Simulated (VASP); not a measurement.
Given:

```
BaHfO3
1.0
    4.22666     0.00000     0.00000
    0.00000     4.22666     0.00000
    0.00000     0.00000     4.22666
Ba Hf O
1 1 3
Direct
  0.00000   0.00000   0.00000
  0.50000   0.50000   0.50000
  0.50000   0.00000   0.50000
  0.00000   0.50000   0.50000
  0.50000   0.50000   0.00000
```

All values below come from TPSS meta-GGA, VASP's PBE PAW potentials (set 64) (plane waves; VASP 6.6.1). Run with 520 eV cut-off, 5×5×5 Γ-centred mesh, Gaussian smearing of 0.050 eV, potentials Ba_sv Hf_pv O.

Question: Give the stress tensor in GPa (positive for a compressed cell).

Answer: 
```
-4.62   0.00   0.00
 0.00  -4.62   0.00
 0.00   0.00  -4.62
```
The pressure is its mean diagonal, -4.62 GPa.

The compound is BaHfO3 in the cubic perovskite structure. This cell is one point of a volume scan, at 1.03 of the reference volume.
